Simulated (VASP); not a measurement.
Level of theory: LDA (Ceperley-Alder, Perdew-Zunger), VASP's LDA PAW potentials (set 64) (plane waves; VASP).

A VASP calculation is set up with these files.

INCAR:
```
SYSTEM = SrTiO3
PREC = Accurate
ENCUT = 520
EDIFF = 1E-6
NELM = 100
ALGO = Normal
LREAL = .FALSE.
LASPH = .TRUE.
ISMEAR = 0
SIGMA = 0.05
LMAXMIX = 4
LWAVE = .FALSE.
LCHARG = .FALSE.
IBRION = 2
ISIF = 3
NSW = 60
EDIFFG = -0.02
```

File POSCAR:
```
SrTiO3
1.0
  3.8624519866   0.0000000000   0.0000000000
  0.0000000000   3.8624519866   0.0000000000
  0.0000000000   0.0000000000   3.8624519866
Sr Ti O
1 1 3
Cartesian
  0.0000000000   0.0000000000   0.0000000000
  1.9312259933   1.9312259933   1.9312259933
  1.9312259933   0.0000000000   1.9312259933
  0.0000000000   1.9312259933   1.9312259933
  1.9312259933   1.9312259933   0.0000000000
```

KPOINTS:
```
Automatic mesh
0
Gamma
5 5 5
0 0 0
```

POTCAR, in this order: Sr_sv Ti_sv O (LDA.64 set). Program: vasp_std.

Q: What will the output report for the number of irreducible k-points (NKPTS), largest plane-wave count, number of space-group operations, FFT grid (NGX, NGY, NGZ)?

A: 
number of irreducible k-points (NKPTS): 10
largest plane-wave count: 1562
number of space-group operations: 48
FFT grid (NGX, NGY, NGZ): 30 × 30 × 30

The structure comes from a computed database's SrTiO3 entry (Pm-3m); how it stands against other phases isn't given here. It was relaxed first. The start is the result of an earlier pass.
